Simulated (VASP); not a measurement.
OSZICAR of a VASP run on Y (hcp):

OSZICAR:
```
       N       E                     dE             d eps       ncg     rms          rms(c)
DAV:   1     0.765699463771E+02    0.76570E+02   -0.10264E+04  6312   0.114E+03
DAV:   2    -0.603156897123E+01   -0.82602E+02   -0.81712E+02  7746   0.252E+02
DAV:   3    -0.131385821792E+02   -0.71070E+01   -0.70456E+01 11883   0.442E+01
DAV:   4    -0.132723909403E+02   -0.13381E+00   -0.13374E+00  6949   0.706E+00
DAV:   5    -0.132764584833E+02   -0.40675E-02   -0.40674E-02  9163   0.914E-01    0.315E+01
RMM:   6    -0.129073761003E+02    0.36908E+00   -0.43255E-01  6597   0.434E+00    0.198E+01
RMM:   7    -0.128486997463E+02    0.58676E-01   -0.11939E+00  8652   0.694E+00    0.174E+00
RMM:   8    -0.128256952094E+02    0.23005E-01   -0.13995E-01  7109   0.268E+00    0.750E-01
RMM:   9    -0.128275856814E+02   -0.18905E-02   -0.23243E-02  9633   0.835E-01    0.506E-01
RMM:  10    -0.128295762220E+02   -0.19905E-02   -0.89814E-03 11124   0.408E-01    0.166E+00
RMM:  11    -0.128277582610E+02    0.18180E-02   -0.33777E-03  9162   0.580E-01    0.185E-01
RMM:  12    -0.128278742215E+02   -0.11596E-03   -0.59585E-04 10446   0.159E-01    0.219E-01
RMM:  13    -0.128278779440E+02   -0.37225E-05   -0.28699E-04 10984   0.934E-02    0.991E-02
RMM:  14    -0.128278849548E+02   -0.70107E-05   -0.13959E-04 10722   0.767E-02    0.482E-02
RMM:  15    -0.128278919413E+02   -0.69866E-05   -0.61813E-05  9804   0.309E-02    0.623E-03
RMM:  16    -0.128278953903E+02   -0.34490E-05   -0.36502E-05  8169   0.192E-02    0.537E-03
RMM:  17    -0.128278971666E+02   -0.17762E-05   -0.17692E-05  7200   0.138E-02    0.261E-03
RMM:  18    -0.128278984503E+02   -0.12838E-05   -0.12820E-05  5896   0.992E-03    0.148E-03
RMM:  19    -0.128278991043E+02   -0.65393E-06   -0.66672E-06  5108   0.816E-03
   1 F= -.12827899E+02 E0= -.12828481E+02  d E =0.174673E-02
```

Which electronic solver shows in the log?

It is blocked Davidson (ALGO = Normal, or the opening steps of other solvers) and then RMM-DIIS (ALGO = Fast or VeryFast). The INCAR had ALGO = Fast.

Can the final energy be trusted as converged?

The calculation finished and met its thresholds. It stopped with EDIFF = 1E-6, NELM = 100 (PBE GGA, plane waves, VASP's PBE PAW potentials (set 64)).

The compound is Y in the hcp structure. The cell was not relaxed at this level, atoms are displaced from their ideal sites. The run is one of a series of settings (ALGO = Fast against the base run), some of them coarse on purpose.
